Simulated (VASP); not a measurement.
Set up this calculation in VASP 6.6.1, as the native input.

| Item | Value |
| --- | --- |
| Task | relaxation of cell and atoms |
| Functional | PBE |
| Potentials or basis | VASP PAW PBE potentials, release 64 (Cd, Te, O) |
| Cutoff | 520 eV |
| k mesh | 3 × 3 × 3 |
| Occupations | gaussian, width 0.15 eV |
| Spin | no spin polarisation |
| Further INCAR settings | PREC = Normal; ALGO = Fast; EDIFF = 0.0001; IBRION = 2; EDIFFG = -0.08; NSW = 24; ISIF = 3 |

The structure of Cd4TeO3 lies in POSCAR:

```
Cd4TeO3
1.0
    0.0000000000      4.5686459400      4.5686459400
    4.5686459400      0.0000000000      4.5686459400
    4.5686459400      4.5686459400      0.0000000000
Cd Te O
4 1 3
Direct
    0.6267233600      0.1198299200      0.6267233600
    0.6267233600      0.6267233600      0.6267233600
    0.1198299200      0.6267233600      0.6267233600
    0.6267233600      0.6267233600      0.1198299200
    0.2500000000      0.2500000000      0.2500000000
    0.0000000000      0.0000000000      0.0000000000
    0.7500000000      0.7500000000      0.7500000000
    0.5000000000      0.5000000000      0.5000000000
```

The cell was built by a generator and needn't be a form met in nature.

The input as run:

INCAR

```
SYSTEM = Cd4TeO3
  PREC = Normal
  ENCUT = 520
  EDIFF = 1E-4
  ISMEAR = 0
  SIGMA = 0.15
  LREAL = .FALSE.
  LASPH = .TRUE.
  NELM = 60
  ALGO = Fast
  ISIF = 3
  LWAVE = .FALSE.
  LCHARG = .FALSE.
  GGA = PE
  IBRION = 2
  NSW = 24
  EDIFFG = -0.08
```

KPOINTS

```
regular mesh
0
G
  3 3 3
  0 0 0
```

Potentials or basis: VASP PAW PBE potentials, release 64 (Cd, Te, O).

Run with:

```console
$ cat potpaw_PBE.64/Cd/POTCAR potpaw_PBE.64/Te/POTCAR potpaw_PBE.64/O/POTCAR > POTCAR
$ mpirun -np 1 vasp_std > vasp.out
```

It gave:

```json
{"Relaxed volume": "27.85 Å³/atom", "Relaxed cell": "a = 6.805 Å, b = 6.805 Å, c = 6.805 Å, α = 60.00°, β = 60.00°, γ = 60.00°", "Space group after relaxing (to 0.05 Å)": "F-43m (No. 216)", "Energy gained by relaxing": "106.3 meV/atom", "Ionic steps": "5", "Pressure after relaxing": "0.0 GPa", "Largest force after relaxing": "0.019 eV/Å", "Band gap on the k mesh": "none (metal or under the smearing width)"}
```

Caveat: the k mesh is coarse (spacing up to 0.40 Å⁻¹), so the values aren't converged; the volume moved by over 15 % at a fixed basis, so the end points are rough; the relaxation stopped at a loose force limit of 0.08 eV/Å, so its end isn't a converged minimum.

Run time: 110 s on 1 thread of Intel(R) Xeon(R) Platinum 8259CL CPU @ 2.50GHz (Skylake/Cascade Lake), on a shared host, peak memory 0.23 GiB.
